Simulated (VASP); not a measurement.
Runs of VASP 6.6.1 on F2SiClBr. The cell holds a molecule in a box, 5 atoms: a = 12.000 Å, b = 12.000 Å, c = 12.000 Å, α = 90.00°, β = 90.00°, γ = 90.00°. 

```csv
task,level,potentials or basis,cell,cutoff (eV),grid for exact exchange (PRECFOCK),exchange at q = 0,screening parameter,gap on the mesh (eV),largest force (eV/Å)
single point,PBE0,"VASP PAW PBE potentials, release 64 (F_s, Si, Cl, Br)",as given,400,Fast,default,-,8.48,(b)
electron localisation function,PBE,"VASP PAW PBE potentials, release 64 (F, Si, Cl, Br)",as given,520,-,-,-,6.32,0.88
atomic charges,PBE+TS,"VASP PAW PBE potentials, release 64 (F, Si, Cl, Br)",as given,520,-,-,-,6.32,0.90
relaxation of the atoms,r2SCAN+D3(BJ),"VASP PAW PBE potentials, release 64 (F, Si, Cl, Br)",atoms relaxed,520,-,-,-,7.18,0.01
single point,HSE06+TS,"VASP PAW PBE potentials, release 64 (F, Si, Cl, Br)",as given,520,Fast,-,0.2 1/A,(a),0.30
```

Alike in all rows: no spin polarisation; k mesh 1 × 1 × 1; smearing gaussian 0.01 eV.

Task: Fill in the values left out.

Result: (a) 7.77; (b) 0.72.

Caveats: the PAW data sets were made with another functional, which shifts forces and pressure a little (some runs).

A k mesh can miss the band edges, and the runs leave out spin-orbit coupling on Br.

Not every run made on this cell is shown here.
